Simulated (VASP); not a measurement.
Computed with RPBE GGA, VASP's PBE PAW potentials (set 64) (plane waves; VASP 6.6.1).

Input for VASP

**INCAR**
```
PREC  =  Accurate
SIGMA  =  0.05
ISMEAR  =  0
ICHARG  =  11   ! fixed density
GGA  =  RP   ! RPBE
LORBIT  =  11
ENCUT  =  520
ALGO  =  Normal   ! blocked Davidson
LASPH  =  .TRUE.   ! aspherical one-centre terms
LWAVE  =  .FALSE.
NELM  =  100
EDIFF  =  1E-7   ! SCF stop (eV)
SYSTEM  =  KCl
LCHARG  =  .FALSE.
LREAL  =  .FALSE.   ! projection in real space or not
```

### KPOINTS
```
k-points along high-symmetry lines
15
Line-mode
Reciprocal
  0.000000   0.000000   0.000000 ! GAMMA
  0.500000   0.000000   0.500000 ! X

  0.500000   0.000000   0.500000 ! X
  0.625000   0.250000   0.625000 ! U

  0.375000   0.375000   0.750000 ! K
  0.000000   0.000000   0.000000 ! GAMMA

  0.000000   0.000000   0.000000 ! GAMMA
  0.500000   0.500000   0.500000 ! L

  0.500000   0.500000   0.500000 ! L
  0.500000   0.250000   0.750000 ! W

  0.500000   0.250000   0.750000 ! W
  0.500000   0.000000   0.500000 ! X
```

POSCAR:
```
KCl
1
    0.0000000000     3.2896543274     3.2896543274
    3.2896543274     0.0000000000     3.2896543274
    3.2896543274     3.2896543274     0.0000000000
K Cl
1 1
Direct
  0.0000000000   0.0000000000   0.0000000000
  0.5000000000   0.5000000000   0.5000000000
```

POTCAR, in this order: K_sv Cl (PBE.64 set). Program: vasp_std. Read from the step before: CHGCAR.

Output of the run:

### OSZICAR
```
       N       E                     dE             d eps       ncg     rms          rms(c)
DAV:   1     0.105510836418E+03    0.10551E+03   -0.71576E+03  2160   0.117E+03
DAV:   2     0.115506285919E+01   -0.10436E+03   -0.96998E+02  2716   0.272E+02
DAV:   3    -0.593602628038E+01   -0.70911E+01   -0.70225E+01  2768   0.650E+01
DAV:   4    -0.625545852632E+01   -0.31943E+00   -0.31907E+00  4008   0.120E+01
DAV:   5    -0.625742546590E+01   -0.19669E-02   -0.19669E-02  2772   0.863E-01
DAV:   6    -0.625745524518E+01   -0.29779E-04   -0.29779E-04  3152   0.102E-01
DAV:   7    -0.625745599275E+01   -0.74756E-06   -0.74755E-06  3236   0.158E-02
DAV:   8    -0.625745600536E+01   -0.12616E-07   -0.12622E-07  2572   0.219E-03
   1 F= -.62574560E+01 E0= -.62574560E+01  d E =-.962993E-12
```

File OUTCAR:
```
 val. band max:       -2.1797078428   @ k =   0.0000   0.0000   0.0000

 cond. band min:       2.9058059697   @ k =   0.0000   0.0000   0.0000



 k-point     1 :       0.0000    0.0000    0.0000
  band No.  band energies     occupation
      1     -29.8503      2.00000
      2     -14.1631      2.00000
      3     -13.2628      2.00000
      4     -13.2628      2.00000
      5     -13.2628      2.00000
      6      -2.1797      2.00000
      7      -2.1797      2.00000
      8      -2.1797      2.00000
      9       2.9058      0.00000
     10       6.2669      0.00000
     11       6.2669      0.00000
     12       6.2669      0.00000

 k-point     2 :       0.0357    0.0000    0.0357
  band No.  band energies     occupation
      1     -29.8502      2.00000
      2     -14.1663      2.00000
      3     -13.2632      2.00000
      4     -13.2632      2.00000
      5     -13.2585      2.00000
      6      -2.1982      2.00000
      7      -2.1826      2.00000
      8      -2.1826      2.00000
      9       2.9422      0.00000
     10       6.2338      0.00000
     11       6.2949      0.00000
     12       6.2949      0.00000

 k-point     3 :       0.0714    0.0000    0.0714
  band No.  band energies     occupation
      1     -29.8499      2.00000
      2     -14.1749      2.00000
      3     -13.2643      2.00000
      4     -13.2643      2.00000
      5     -13.2468      2.00000
      6      -2.2502      2.00000
      7      -2.1911      2.00000
      8      -2.1911      2.00000
      9       3.0476      0.00000
     10       6.1403      0.00000
     11       6.3782      0.00000
     12       6.3782      0.00000

 k-point     4 :       0.1071    0.0000    0.1071
  band No.  band energies     occupation
      1     -29.8496      2.00000
      2     -14.1866      2.00000
      3     -13.2662      2.00000
      4     -13.2662      2.00000
      5     -13.2305      2.00000
      6      -2.3265      2.00000
      7      -2.2044      2.00000
...
```

The density is held fixed in this step, so its total energy and stress have no physical meaning.

The compound is KCl in the rock salt structure. It was relaxed first, which changed the volume by +14 %.
